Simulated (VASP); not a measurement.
The input files of a VASP run:

File KPOINTS:
```
Automatic mesh
0
Gamma
6 6 6
0 0 0
```

File POSCAR:
```
Mg2Si
1.0
  0.0000000000   3.1799738354   3.1799738354
  3.1799738354   0.0000000000   3.1799738354
  3.1799738354   3.1799738354   0.0000000000
Mg Si
2 1
direct
  0.2500000000   0.2500000000   0.2500000000
  0.7500000000   0.7500000000   0.7500000000
  0.0000000000   0.0000000000   0.0000000000
```

INCAR:
```
SYSTEM = Mg2Si
PREC = Accurate; ENCUT = 500; LREAL = .FALSE.
LASPH = .TRUE.
EDIFF = 1E-6; NELM = 100; ALGO = Normal
ISMEAR = 0; SIGMA = 0.05
GGA = PE
IBRION = 2; NSW = 40; ISIF = 3
EDIFFG = -0.02; PSTRESS = 50
LWAVE = .FALSE.; LCHARG = .FALSE.
```

POTCAR, in this order: Mg Si (PBE.64 set). Program: vasp_std.

**Question.** Translate this PBE calculation to Quantum ESPRESSO's pw.x.

**Answer.** One equivalent input (not run):
```
&CONTROL
  calculation = 'vc-relax'
  pseudo_dir = './pseudo'
  outdir = './out'
  tprnfor = .true.
  tstress = .true.
  nstep = 40
  forc_conv_thr = 0.00078
/
&SYSTEM
  ibrav = 0
  nat = 3
  ntyp = 2
  ecutwfc = 84
  occupations = 'smearing'
  smearing = 'gaussian'
  degauss = 0.003675
  input_dft = 'pbe'
/
&ELECTRONS
  conv_thr = 7.3e-08
  electron_maxstep = 100
/
&IONS
/
&CELL
  press = 50
/
ATOMIC_SPECIES
  Mg 24.305 Mg.upf
  Si 28.085 Si.upf
CELL_PARAMETERS angstrom
     0.0000000    3.1799738    3.1799738
     3.1799738    0.0000000    3.1799738
     3.1799738    3.1799738    0.0000000
ATOMIC_POSITIONS crystal
  Mg   0.2500000  0.2500000  0.2500000
  Mg   0.7500000  0.7500000  0.7500000
  Si   0.0000000  0.0000000  0.0000000
K_POINTS automatic
  6 6 6 0 0 0
```
The two are equivalent in intent, not identical: the potentials are each code's own (VASP's PAW set, PseudoDojo norm-conserving files in pw.x), so ENCUT and ecutwfc are chosen apart and not converted; conv_thr bounds pw.x's estimated SCF error, while EDIFF bounds the energy change between steps; forc_conv_thr acts on force components and is met together with etot_conv_thr.

The compound is Mg2Si in the antifluorite structure. This run relaxes it under an external pressure of 5 GPa. Symmetry was kept, so distortions that lower it aren't found.
